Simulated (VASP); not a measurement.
These are revPBE GGA, VASP's PBE PAW potentials (set 64) (plane waves; VASP 6.6.1) values and carry that method's errors.

A VASP calculation is set up with these files.

File KPOINTS:
```
Regular mesh
0
G
15 15 9
```

INCAR:
```
# general
SYSTEM =Os
PREC   =Accurate
ENCUT  =520
LREAL  =.FALSE.   # projection in real space or not
LASPH  =.TRUE.   # aspherical one-centre terms

# electronic loop
EDIFF  =1E-7
NELM   =100
ALGO   =Normal   # blocked Davidson
LMAXMIX=6

# smearing
ISMEAR =1   # Methfessel-Paxton
SIGMA  =0.1   # width (eV)

# functional
GGA    =RE   # revPBE

# ions
IBRION =2   # conjugate gradients
NSW    =30   # most ionic steps
ISIF   =4   # ions and shape, fixed volume
EDIFFG =-0.01

# output
LWAVE  =.FALSE.
LCHARG =.FALSE.
```

POSCAR:
```
Os
1.0
  1.3525980968  -2.3427682688   0.0000000000
  1.3525980968   2.3427682688   0.0000000000
  0.0000000000   0.0000000000   4.2619813381
Os
2
Direct
  0.3333330000   0.6666670000   0.2500000000
  0.6666670000   0.3333330000   0.7500000000
```

POTCAR, in this order: Os (PBE.64 set). Program: vasp_std.

What will the output report for the number of irreducible k-points (NKPTS), largest plane-wave count, number of space-group operations, FFT grid (NGX, NGY, NGZ)?

```json
{
 "number of irreducible k-points (NKPTS)": "135",
 "largest_plane_wave_count": "741",
 "number_of_space_group_operations": "24",
 "FFT grid (NGX, NGY, NGZ)": "20 × 20 × 32"
}
```

The compound is Os in the hcp structure. This cell is one point of a volume scan, at 0.94 of the reference volume. Symmetry was kept, so distortions that lower it aren't found.
